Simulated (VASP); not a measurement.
Here is a VASP 6.6.1 calculation.

Contents of INCAR:

```
SYSTEM = InH4CClO
PREC = Accurate
ENCUT = 520
EDIFF = 1E-6
ISMEAR = 0
SIGMA = 0.01
LREAL = .False.
LASPH = .True.
NELM = 80
ALGO = Fast
ISIF = 2
LWAVE = .False.
LCHARG = .False.
GGA = PE
IVDW = 2
LORBIT = 11
```

KPOINTS

```
Automatic mesh
0
Gamma
  1 1 1
  0 0 0
```

File POSCAR:

```
InH4CClO
1.0
   13.0000000000      0.0000000000      0.0000000000
    0.0000000000     14.0000000000      0.0000000000
    0.0000000000      0.0000000000     13.0000000000
C In O Cl H
1 1 1 1 4
Direct
    0.4342230800      0.5897535700      0.4769346200
    0.5268615400      0.4643821400      0.4848192300
    0.6227769200      0.4217464300      0.5936423100
    0.5275153800      0.3503035700      0.3546115400
    0.4819000000      0.6526964300      0.4895346200
    0.3982307700      0.5934750000      0.4014576900
    0.3751076900      0.5866035700      0.5363115400
    0.6268923100      0.4652178600      0.6506192300
```

Potentials or basis: VASP PAW PBE potentials, release 64 (C, In_d, O, Cl, H).

The run is started by

```console
$ cat potpaw_PBE.64/C/POTCAR potpaw_PBE.64/In_d/POTCAR potpaw_PBE.64/O/POTCAR potpaw_PBE.64/Cl/POTCAR potpaw_PBE.64/H/POTCAR > POTCAR
$ mpirun -np 1 vasp_gam > vasp.out
```

Question: Predict the Hirshfeld charges.

Answer: C -0.21; In +0.59; O -0.37; Cl -0.26; H +0.04, +0.12 e.

Question: Estimate the dispersion energy per atom.

Answer: -0.005 eV.

Question: What does it give for the gap between the frontier levels?

Answer: 4.63 eV.

Question: Estimate the largest force.

Answer: 0.705 eV/Å.

Forces in eV/Å, atoms in the order of the input:
```
C   -0.058  0.072 -0.022
In  -0.226  0.192 -0.159
O    0.345 -0.608 -0.093
Cl   0.010 -0.214 -0.216
H    0.131  0.164  0.036
H   -0.092  0.006 -0.199
H   -0.143 -0.019  0.155
H    0.034  0.406  0.498
```

Caveat: spin-orbit coupling is left out, which moves the levels of the heavy elements. As with any semilocal functional, this PBE gap is likely too small.
